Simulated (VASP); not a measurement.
Level of theory: PBE GGA with D3 dispersion (zero damping), VASP's PBE PAW potentials (set 64) (plane waves; VASP).

VASP input:

**KPOINTS**
```
Automatic mesh
0
Gamma
13 13 13
0 0 0
```

### POSCAR
```
Cr
1
    2.8854666080     0.0000000000     0.0000000000
    0.0000000000     2.8854666080     0.0000000000
    0.0000000000     0.0000000000     2.8854666080
Cr
2
Direct
  0.0000000000   0.0000000000   0.0000000000
  0.5000000000   0.5000000000   0.5000000000
```

**INCAR**
```
SYSTEM=Cr
PREC=Accurate; ENCUT=520; LREAL=.FALSE.
LASPH=.TRUE.
EDIFF=1E-7; NELM=100; ALGO=Normal
LMAXMIX=4
ISMEAR=1; SIGMA=0.1
GGA=PE; IVDW=11
MAGMOM=0.9 -0.9
ISPIN=2
ISIF=2
LWAVE=.FALSE.; LCHARG=.FALSE.; LORBIT=10
```

POTCAR, in this order: Cr_pv (PBE.64 set). Program: vasp_std.

The run wrote:

**OSZICAR**
```
       N       E                     dE             d eps       ncg     rms          rms(c)
DAV:   1     0.231485606494E+03    0.23149E+03   -0.14382E+04  5384   0.183E+03
DAV:   2    -0.140497441464E+02   -0.24554E+03   -0.24372E+03  5656   0.500E+02
DAV:   3    -0.222660384557E+02   -0.82163E+01   -0.81340E+01  7040   0.104E+02
DAV:   4    -0.223737748457E+02   -0.10774E+00   -0.10769E+00  6240   0.123E+01
DAV:   5    -0.223768084929E+02   -0.30336E-02   -0.30334E-02  7552   0.161E+00    0.178E+01
DAV:   6    -0.190475854292E+02    0.33292E+01   -0.20687E+01  5760   0.540E+01    0.395E+00
DAV:   7    -0.190415639381E+02    0.60215E-02   -0.25610E-01  5808   0.717E+00    0.228E+00
DAV:   8    -0.190384562457E+02    0.31077E-02   -0.47472E-02  7000   0.168E+00    0.132E+00
DAV:   9    -0.190436635052E+02   -0.52073E-02   -0.15809E-01  6928   0.270E+00    0.624E-01
DAV:  10    -0.190453874879E+02   -0.17240E-02   -0.40941E-03  6960   0.562E-01    0.566E-01
DAV:  11    -0.190563045483E+02   -0.10917E-01   -0.59948E-01  7080   0.466E+00    0.501E-01
DAV:  12    -0.190567826173E+02   -0.47807E-03   -0.69271E-03  5408   0.875E-01    0.196E-01
DAV:  13    -0.190566114249E+02    0.17119E-03   -0.11439E-02  6720   0.596E-01    0.101E-01
DAV:  14    -0.190567509598E+02   -0.13953E-03   -0.34990E-03  7024   0.411E-01    0.451E-02
DAV:  15    -0.190567637645E+02   -0.12805E-04   -0.17378E-04  6960   0.107E-01    0.762E-03
DAV:  16    -0.190567639381E+02   -0.17356E-06   -0.49445E-06  6680   0.273E-02    0.626E-03
DAV:  17    -0.190567635421E+02    0.39599E-06   -0.50388E-07  5984   0.493E-03    0.463E-03
DAV:  18    -0.190567625536E+02    0.98849E-06   -0.18501E-07  3560   0.382E-03    0.216E-03
DAV:  19    -0.190567624006E+02    0.15305E-06   -0.63472E-08  2688   0.179E-03    0.118E-03
DAV:  20    -0.190567622051E+02    0.19543E-06   -0.52753E-07  4496   0.438E-03    0.416E-04
DAV:  21    -0.190567621837E+02    0.21405E-07   -0.44571E-08  2688   0.189E-03
   1 F= -.19849564E+02 E0= -.19849712E+02  d E =0.443725E-03  mag=    -0.0000
```

### OUTCAR
```
------------------------ aborting loop because EDIFF is reached ----------------------------------------
 Edisp (eV)   -0.79280
  FORCE on cell =-STRESS in cart. coord.  units (eV):
  Direction    XX          YY          ZZ          XY          YZ          ZX
  --------------------------------------------------------------------------------------
  Total      -1.54394    -1.54394    -1.54394     0.00000     0.00000     0.00000
  in kB    -102.96547  -102.96547  -102.96547     0.00000     0.00000     0.00000
  external pressure =     -102.97 kB  Pullay stress =        0.00 kB
  volume of cell :       24.02
      direct lattice vectors                 reciprocal lattice vectors
     2.885466608  0.000000000  0.000000000     0.346564399  0.000000000  0.000000000
     0.000000000  2.885466608  0.000000000     0.000000000  0.346564399  0.000000000
     0.000000000  0.000000000  2.885466608     0.000000000  0.000000000  0.346564399
 POSITION                                       TOTAL-FORCE (eV/Angst)
 -----------------------------------------------------------------------------------
      0.00000      0.00000      0.00000         0.000000      0.000000     -0.000000
      1.44273      1.44273      1.44273        -0.000000     -0.000000      0.000000
 -----------------------------------------------------------------------------------
    total drift:                                0.000000      0.000000     -0.000000
  FREE ENERGIE OF THE ION-ELECTRON SYSTEM (eV)
  ---------------------------------------------------
  free  energy   TOTEN  =       -19.8495638585 eV

  energy  without entropy=      -19.8500075840  energy(sigma->0) =      -19.84971177

 total charge

# of ion       s       p       d       tot
------------------------------------------
    1        0.426   6.381   4.172  10.979
    2        0.426   6.381   4.172  10.979
--------------------------------------------------
tot          0.852  12.762   8.343  21.957

 magnetization (x)

# of ion       s       p       d       tot
------------------------------------------
    1        0.016   0.010   1.232   1.258
    2       -0.016  -0.010  -1.232  -1.258
--------------------------------------------------
tot          0.000   0.000   0.000   0.000
```
(Selected blocks of OUTCAR.)

OUTCAR:
```
 val. band max:       10.3509592555   @ k =   0.4615   0.3846   0.0769

 cond. band min:      10.4243949545   @ k =   0.3077   0.0000   0.0000


 Fermi energy:        10.4013180003

 spin component 1

 k-point     1 :       0.0000    0.0000    0.0000
  band No.  band energies     occupation
      1     -33.1834      1.00000
      2     -33.1834      1.00000
      3     -33.1834      1.00000
      4     -31.8059      1.00000
      5     -31.8059      1.00000
      6     -31.8059      1.00000
      7       2.7213      1.00000
      8       6.3759      1.00000
      9       6.3759      1.00000
     10       9.5430      1.00000
     11       9.5430      1.00000
     12       9.5430      1.00000
     13      11.6566     -0.00000
     14      11.6566     -0.00000
     15      12.9914      0.00000
     16      12.9914      0.00000

 k-point     2 :       0.0769    0.0000    0.0000
  band No.  band energies     occupation
      1     -33.1886      1.00000
      2     -33.1796      1.00000
      3     -33.1796      1.00000
      4     -31.8182      1.00000
      5     -31.8087      1.00000
      6     -31.8087      1.00000
      7       2.8473      1.00000
      8       6.4397      1.00000
      9       6.4444      1.00000
     10       9.5333      1.00000
     11       9.5334      1.00000
     12       9.5815      1.00000
     13      11.5709     -0.00000
     14      11.6890     -0.00000
     15      12.8309      0.00000
     16      12.8309      0.00000

 k-point     3 :       0.1538    0.0000    0.0000
  band No.  band energies     occupation
      1     -33.2027      1.00000
      2     -33.1691      1.00000
      3     -33.1691      1.00000
      4     -31.8523      1.00000
      5     -31.8164      1.00000
      6     -31.8164      1.00000
      7       3.2169      1.00000
      8       6.6285      1.00000
      9       6.6315      1.00000
     10       9.5107      1.00000
     11       9.5107      1.00000
...
```

The compound is Cr in the bcc, AFM order structure. This cell is one point of a volume scan, at 1.06 of the reference volume.
